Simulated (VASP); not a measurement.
Computed with r2SCAN meta-GGA, VASP's PBE PAW potentials (set 64) (plane waves; VASP 6.6.1).

VASP input:

**KPOINTS**
```
Automatic mesh
0
Gamma
8 8 8
0 0 0
```

**POSCAR**
```
Rb
1
   -2.8737885589     2.8737885589     2.8737885589
    2.8737885589    -2.8737885589     2.8737885589
    2.8737885589     2.8737885589    -2.8737885589
Rb
1
Direct
  0.0000000000   0.0000000000   0.0000000000
```

### INCAR
```
# general
SYSTEM  = Rb
PREC    = Accurate
ENCUT   = 480   # plane-wave cut-off (eV)
LREAL   = .False.
LASPH   = .True.   # aspherical one-centre terms

# electronic loop
EDIFF   = 1E-7   # SCF stop (eV)
NELM    = 100   # most electronic steps
ALGO    = Normal
LMAXMIX = 4
LMIXTAU = .True.

# smearing
ISMEAR  = 1
SIGMA   = 0.1   # width (eV)

# functional
METAGGA = R2SCAN

# ions
ISIF    = 2

# output
LWAVE   = .False.
LCHARG  = .False.
```

POTCAR, in this order: Rb_sv (PBE.64 set). Program: vasp_std.

Q: Estimate the energy per atom (σ→0), band gap (on the k-mesh).

A: 
```yaml
energy per atom (σ→0): -13912 meV/atom
band gap (on the k-mesh): none (metal, semimetal or under 0.01 eV)
```

OSZICAR:
```
...
DAV:  28    -0.139123497976E+02    0.10866E-04   -0.49371E-06   464   0.253E-02    0.824E-03
DAV:  29    -0.139123494902E+02    0.30739E-06   -0.13193E-06   496   0.105E-02    0.681E-03
DAV:  30    -0.139123566346E+02   -0.71444E-05   -0.21010E-06   464   0.202E-02    0.543E-03
DAV:  31    -0.139123628066E+02   -0.61721E-05   -0.32949E-06   496   0.254E-02    0.364E-03
DAV:  32    -0.139123644432E+02   -0.16365E-05   -0.14923E-06   464   0.178E-02    0.230E-03
DAV:  33    -0.139123641603E+02    0.28286E-06   -0.32335E-07   528   0.693E-03    0.146E-03
DAV:  34    -0.139123641542E+02    0.60699E-08   -0.14370E-07   480   0.457E-03
   1 F= -.13912364E+02 E0= -.13912005E+02  d E =-.107713E-02
```

The compound is Rb in the bcc structure. It was relaxed first, which changed the volume by +5 %.
